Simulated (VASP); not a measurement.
Method: PBE GGA, VASP's PBE PAW potentials (set 64) (plane waves; VASP).

The input files of a VASP run:

### INCAR
```
# general
SYSTEM =CaB6
PREC   =Accurate
ENCUT  =520
LREAL  =F   # projection in real space or not
LASPH  =T
NBANDS =54

# electronic loop
EDIFF  =1E-7
NELM   =100
ALGO   =Normal   # blocked Davidson

# smearing
ISMEAR =0   # Gaussian
SIGMA  =0.01   # width (eV)

# functional
GGA    =PE   # PBE

# output
LWAVE  =F
LCHARG =F
NEDOS  =1001

# other
LOPTICS=T
CSHIFT =0.1
```

File POSCAR:
```
CaB6
1
    4.1477463204     0.0000000000     0.0000000000
    0.0000000000     4.1477463204     0.0000000000
   -0.0000000000     0.0000000000     4.1477463204
Ca B
1 6
Direct
  0.0000000000   0.0000000000   1.0000000000
  0.7982382735   0.5000000000   0.5000000000
  0.5000000000   0.2017617265   0.5000000000
  0.5000000000   0.7982382735   0.5000000000
  0.2017617265   0.5000000000   0.5000000000
  0.5000000000   0.5000000000   0.7982382735
  0.5000000000   0.5000000000   0.2017617265
```

File KPOINTS:
```
Automatic mesh
0
Gamma
12 12 12
0 0 0
```

POTCAR, in this order: Ca_sv B (PBE.64 set). Program: vasp_std.

The dielectric response may not be converged in the k-mesh; for small gaps it tends to come out too large.

**Question.** Predict the energy per atom (σ→0), band gap (on the k-mesh).

**Answer.** 
```yaml
energy per atom (σ→0): -6.431 eV/atom
band gap (on the k-mesh): none (metal, semimetal or under 0.01 eV)
```

**OSZICAR**
```
...
DAV:  10    -0.450157890001E+02   -0.22944E-03   -0.18206E-03 10934   0.133E-01    0.554E-02
DAV:  11    -0.450158758036E+02   -0.86804E-04   -0.21100E-04 10502   0.524E-02    0.221E-02
DAV:  12    -0.450158680632E+02    0.77404E-05   -0.47254E-05 10122   0.275E-02    0.815E-03
DAV:  13    -0.450158654739E+02    0.25892E-05   -0.52479E-06 10566   0.882E-03    0.152E-03
DAV:  14    -0.450158653192E+02    0.15473E-06   -0.42289E-07 10446   0.237E-03    0.102E-03
DAV:  15    -0.450158654057E+02   -0.86528E-07   -0.63465E-08  9798   0.681E-04
   1 F= -.45015865E+02 E0= -.45015847E+02  d E =-.372285E-04
 imaginary and real dielectric function
```

The compound is CaB6 in the cab6 structure. It was relaxed first.
